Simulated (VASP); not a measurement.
VASP input:

### KPOINTS
```
Automatic mesh
0
Gamma
8 8 8
0 0 0
```

POSCAR:
```
HfO2
1.0
  0.0000000000   2.5171020441   2.5171020441
  2.5171020441   0.0000000000   2.5171020441
  2.5171020441   2.5171020441   0.0000000000
Hf O
1 2
Cart
  0.0000000000   0.0000000000   0.0000000000
  1.2585510221   1.2585510221   1.2585510221
  3.7756530662   3.7756530662   3.7756530662
```

**INCAR**
```
EDIFF = 1E-6
IBRION = 2
ISMEAR = 0   ! Gaussian
METAGGA = R2SCAN
ISIF = 3
ALGO = Normal
LCHARG = .FALSE.
LWAVE = .FALSE.
SIGMA = 0.05
LMAXMIX = 6   ! l cut-off of mixed one-centre charges
PREC = Accurate
LASPH = .TRUE.   ! aspherical one-centre terms
LREAL = .FALSE.
NELM = 100   ! most electronic steps
SYSTEM = HfO2
NSW = 40   ! most ionic steps
EDIFFG = -0.02   ! ionic stop
LMIXTAU = .TRUE.
ENCUT = 620
```

POTCAR, in this order: Hf_pv O (PBE.64 set). Program: vasp_std.

Task: Translate this r2SCAN calculation to Ansatz.

Result: One equivalent input (not run):
Ansatz 0.2 input:
```yaml
crystal:
  lattice:
    - [0.0000000, 2.5171020, 2.5171020]
    - [2.5171020, 0.0000000, 2.5171020]
    - [2.5171020, 2.5171020, 0.0000000]
  atoms:
    - { symbol: Hf, position: [0.0000000, 0.0000000, 0.0000000] }
    - { symbol: O, position: [0.2500000, 0.2500000, 0.2500000] }
    - { symbol: O, position: [0.7500000, 0.7500000, 0.7500000] }
kpoints:
  mp_grid: { grid: [8, 8, 8] }
hamiltonian:
  xc: r2scan
  pseudopotentials: { kind: paw }
scf:
  occupations: { method: gaussian, width: 0.05 }
  max_iter: 100
relax:
  max_steps: 40
  f_tol: 0.02
  cell: {}
output: { forces: true, stress: true, eigenvalues: true }
```
What does not carry over: each code has its own PAW files, so the cut-off isn't converted (ENCUT is set for VASP's; basis.ecutwfc is left out, and Ansatz then takes the one that its files recommend); Ansatz stops its SCF on the density residual and VASP on the energy change (EDIFF).

The compound is HfO2 in the fluorite structure, the high-temperature cubic form, which is unstable at 0 K; the monoclinic form is the stable one. This run relaxes it. Symmetry was kept, so distortions that lower it aren't found.
